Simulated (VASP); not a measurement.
Input:

```xyz
2
Lattice="2.9339 0.0000 0.0000 -1.4669 2.5408 0.0000 0.0000 0.0000 4.6507" Properties=species:S:1:pos:R:3 pbc="T T T"
Ti     1.4669     0.8469     3.4880
Ti     0.0000     1.6939     1.1627
```

All values below come from PBE GGA, VASP's PBE PAW potentials (set 64) (plane waves; VASP). Run with PREC = Normal, EDIFF = 1E-5, 400 eV cut-off, 16×16×9 Γ-centred mesh, first-order Methfessel-Paxton smearing of 0.10 eV, potentials Ti_sv.

Problem. Estimate the energy per atom (σ→0), band gap (on the k-mesh) with the smallest direct gap where there is one.

Solution. 
```
Item                                                        Result
------------------------  ----------------------------------------
band gap (on the k-mesh)  none (metal, semimetal or under 0.01 eV)
energy per atom (σ→0)                               -7.828 eV/atom
```

Only differences to runs with the same potentials and settings are physical.

The compound is Ti in the hcp structure. It was relaxed first.
